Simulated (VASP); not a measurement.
```yaml
crystal:
  lattice:
    - [4.24952, 0.00000, 0.00000]
    - [0.00000, 4.24952, 0.00000]
    - [0.00000, 0.00000, 4.24952]
  atoms:
    - { symbol: Zr, position: [0.00000, 0.50000, 0.50000] }
    - { symbol: Zr, position: [0.50000, 0.00000, 0.50000] }
    - { symbol: Zr, position: [0.50000, 0.50000, 0.00000] }
    - { symbol: Ga, position: [0.00000, 0.00000, 0.00000] }
```

These are LDA (Ceperley-Alder, Perdew-Zunger), VASP's LDA PAW potentials (set 64) (plane waves; VASP 6.6.1) values and carry that method's errors. Run with 400 eV cut-off, 7×7×7 Γ-centred mesh, first-order Methfessel-Paxton smearing of 0.10 eV, potentials Zr_sv Ga_d.

Question: Estimate the energy per atom (σ→0), band gap (on the k-mesh) with the smallest direct gap where there is one.

Answer: 
```yaml
band gap (on the k-mesh): none (metal, semimetal or under 0.01 eV)
energy per atom (σ→0): -8.268 eV/atom
```

Total energies compare only between runs with the same potentials, cut-off and functional.

The structure comes from a computed database's Zr3Ga entry (Pm-3m); how it stands against other phases isn't given here. It was relaxed first, which changed the volume by -6 %. The start is the result of an earlier pass. The electron count is odd and the run is not spin-polarised, which forces a metal.
